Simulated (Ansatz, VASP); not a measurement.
# Cross-check of LiCl between VASP and Ansatz, part 2 of 2

Wanted: the spread between two codes on one cell, functional and k mesh. The cell is taken from a series of runs on this material, whose earlier steps may have relaxed, scaled, displaced or heated it; both programs get it as it stands.

VASP 6.6.1 and Ansatz 0.2.0.

So far: The structure; VASP: relaxation of cell and atoms, PBE; Ansatz: relaxation of cell and atoms, PBE; Differences.

### 5. Ansatz: dielectric response, r2SCAN

Level of this step: Ansatz beside VASP: Kohn-Sham DFT, plane waves, r2SCAN (Ansatz).

The response to a field tests empty states and converges slowly with the mesh.

The cell is taken from a series of runs on this material, whose earlier steps may have relaxed, scaled, displaced or heated it; both programs get it as it stands.

Contents of input.yaml:

```yaml
crystal:
  lattice:
    - [0.0, 2.5715, 2.5715]
    - [2.5715, 0.0, 2.5715]
    - [2.5715, 2.5715, 0.0]
  atoms:
    - { symbol: Li, position: [0.0, 0.0, 0.0] }
    - { symbol: Cl, position: [0.5, 0.5, 0.5] }
kpoints:
  mp_grid: { grid: [6, 6, 6] }
hamiltonian:
  xc: r2scan
scf:
  occupations: { method: fixed }
output:
  eigenvalues: true
dielectric: {}
```

The run is started by

```bash
ansatz run input.yaml --threads 4 --pin off --max-ram 8192MiB --backend cpu --events-out ev --progress --plain --runs-dir out
```

Numbers of over 12 decimals in the logs are rounded to 6 here.

The program printed:

```text
[...]
Crystal: 2 atoms, lattice volume = 34.009 Å³
Basis set: ecut = 500 eV, 869 PW (Γ), exchange–correlation on 108×108×108 points (64 copies of the dense FFT grid, shifted against one another)
Bands: 9, of which v1, the nominal top of the filled ones, is band 5 counted from 1 (4 counted from 0)
Symmetry: 48 space group operations
k-points: 30 of 216 (irreducible under 8 space group operations, time reversal used)
[...]
site 0:
         1.17461    0.00000    0.00000
         0.00000    1.17461   -0.00000
        -0.00000   -0.00000    1.17461
    site 1:
        -1.17461   -0.00000   -0.00000
        -0.00000   -1.17461    0.00000
         0.00000    0.00000   -1.17461
  Z* charge neutrality: 1.467e-4 e pre-enforcement
  solved inside a basis spanned on kpoints, on 6×6×6 k-points, its susceptibility summed on 10×10×10: ε∞ is read to err by 5.9e-3, Z* by 7.5e-3 e (field_mesh: kpoints solves on kpoints); Z* is corrected for what the basis lacks
[key lines of the parts left out:]
SCF converged after 7 iterations
Free energy (F): -1292.791904 eV
Fermi energy:    1.258982 eV
```

### 6. VASP: dielectric response, r2SCAN

The same cell, functional and mesh now go to VASP, with its own data sets.

Contents of INCAR:

```
SYSTEM = LiCl
PREC = Accurate
ENCUT = 720
EDIFF = 1E-08
NELM = 120
ISMEAR = 0
SIGMA = 0.01
LREAL = .FALSE.
ALGO = Normal
METAGGA = R2SCAN
LASPH = .TRUE.
NBANDS = 11
LORBIT = 11
LWAVE = .FALSE.
LCHARG = .FALSE.
ISIF = 2
LCALCEPS = .TRUE.
LPEAD = .TRUE.
GGA_COMPAT = .FALSE.
EFERMI = MIDGAP
LMIXTAU = .TRUE.
KPAR = 2
```

Contents of POSCAR:

```
LiCl
1.0
    0.0000000000      2.5715000000      2.5715000000
    2.5715000000      0.0000000000      2.5715000000
    2.5715000000      2.5715000000      0.0000000000
Li Cl
1 1
Direct
    0.0000000000      0.0000000000      0.0000000000
    0.5000000000      0.5000000000      0.5000000000
```

Contents of KPOINTS:

```
Automatic mesh
0
Gamma
6 6 6
0 0 0
```

Potentials, in the order of the species: Li_sv and Cl (PBE family, release 64).

The run is started by

```bash
mpirun -np 2 vasp_std
```

The program printed:

```text
[banner, memory and clock lines left out]
running    2 mpi-ranks, on    1 nodes
[...]
|                                                                             |
|               ----> ADVICE to this user running VASP <----                  |
|                                                                             |
|     You enforced a specific xc type in the INCAR file but a different       |
|     [... a line on the potential file left out ...]
|     I HOPE YOU KNOW WHAT YOU ARE DOING!                                     |
|                                                                             |

 LDA part: xc-table for (None), standard interpolation
 POSCAR, INCAR and KPOINTS ok, starting setup
[...]
entering main loop
       N       E                     dE             d eps       ncg     rms          rms(c)
DAV:   1     0.428743666793E+02    0.42874E+02   -0.53083E+03   352   0.110E+03
DAV:   2    -0.117126893939E+02   -0.54587E+02   -0.51273E+02   472   0.170E+02
[...]
p_tot=( -0.180E+02 -0.180E+02 -0.180E+02 )
dp_tot=(  0.224E-06  0.235E-06  0.330E-02 )  diag[e(oo)]=(    ---      ---    2.75832 )
DMP:   9    -0.125861408920E+02   -0.84369E-07   -0.66692E-07   748   0.127E-06   0.767E-07
 p_tot=( -0.180E+02 -0.180E+02 -0.180E+02 )
dp_tot=(  0.234E-06  0.245E-06  0.337E-02 )  diag[e(oo)]=(    ---      ---    2.79538 )
DMP:  10    -0.125861409273E+02   -0.35296E-07   -0.31830E-07   748   0.753E-07   0.817E-08
 p_tot=( -0.180E+02 -0.180E+02 -0.180E+02 )
dp_tot=(  0.237E-06  0.249E-06  0.341E-02 )  diag[e(oo)]=(    ---      ---    2.81474 )
DMP:  11    -0.125861409456E+02   -0.18327E-07   -0.22391E-07   748   0.520E-07   0.761E-08
 p_tot=( -0.180E+02 -0.180E+02 -0.180E+02 )
dp_tot=(  0.236E-06  0.247E-06  0.341E-02 )  diag[e(oo)]=(    ---      ---    2.81563 )
DMP:  12    -0.125861409591E+02   -0.13537E-07   -0.13324E-07   748   0.293E-07   0.780E-08
 p_tot=( -0.180E+02 -0.180E+02 -0.180E+02 )
dp_tot=(  0.233E-06  0.245E-06  0.340E-02 )  diag[e(oo)]=(    ---      ---    2.80939 )
DMP:  13    -0.125861409669E+02   -0.78173E-08   -0.77937E-08   748   0.194E-07   0.254E-09
 final diagonalization full
 p_tot=( -0.180E+02 -0.180E+02 -0.180E+02 )
dp_tot=(  0.232E-06  0.243E-06  0.339E-02 )  diag[e(oo)]=(    ---      ---    2.80562 )
   1 F= -.12586141E+02 E0= -.12586141E+02  d E =0.000000E+00
```

OUTCAR, selected parts (step 6):

```text
 MACROSCOPIC STATIC DIELECTRIC TENSOR (including local field effects)
 ------------------------------------------------------
           2.805602    -0.000000    -0.000000
          -0.000000     2.805602    -0.000000
           0.000000     0.000000     2.805602
 ------------------------------------------------------

  Total       -0.2325202     -0.2325202     -0.2325202      0.0000000     -0.0000000      0.0000000
  in kB      -10.9542251    -10.9542251    -10.9542251      0.0000000     -0.0000000      0.0000000
  external PRESSURE =     -10.9542251 kB  Pullay stress =       0.0000000 kB

 POSITION                                       TOTAL-FORCE (eV/Angst)
 -----------------------------------------------------------------------------------
      0.00000      0.00000      0.00000         0.000000     -0.000000     -0.000000
      2.57150      2.57150      2.57150        -0.000000      0.000000      0.000000
 -----------------------------------------------------------------------------------
    total drift:                               -0.000000     -0.000000      0.000000

[... 1 part as in an earlier step ...]

[... 1 further part left out ...]
```

### 7. Differences

What differs besides the data sets and the points named for the pairs above, as far as they apply: VASP keeps PBE cores, Ansatz makes them for the functional; fixed occupations in Ansatz, narrow Gaussian smearing in VASP; VASP's response is taken on the typed mesh, Ansatz refines its own for the field response alone; the cutoff is 500 eV in Ansatz and 720 eV in VASP; VASP takes ε∞ from a finite field, Ansatz from linear response. Total energies have different zeros and are not compared.

The two programs side by side:

| quantity | Ansatz | VASP | difference |
| --- | --- | --- | --- |
| ε∞ xx | 2.81 | 2.81 | -0.01 % |
| ε∞ yy | 2.81 | 2.81 | -0.01 % |
| ε∞ zz | 2.81 | 2.81 | -0.01 % |
| Born charge of Li1 (mean of the diagonal) (e) | 1.17 | 1.16 | +0.01 |
| Born charge of Cl2 (mean of the diagonal) (e) | -1.17 | -1.16 | -0.01 |

### 8. Outcome

```yaml
difference_in_volume_relaxation_of_cell_and_atoms_pbe: 0.35 %
difference_in_eps_infinity_xx_dielectric_response_r2scan: -0.014 %
```

What this shows: The difference in volume is 0.35 % (relaxation of cell and atoms, PBE), within the 1.2 % picked in this series as the mark of a large difference, as far as the stopping tolerances let one tell. How closely two codes agree says nothing of how well the functional describes the real material.

[Lines on the potential files, build, host, timing and source positions are cut from VASP's logs without a mark.]

[Logs are printed without paths, hosts, clocks, repeated set-up lines and the standing remarks that a program may print on its own settings, such as how far it seeks lower states.]

[Hosts, paths, dates, database ids (printed as entryN), source tags and the programs' standing remarks are cut or masked in the printed files.]
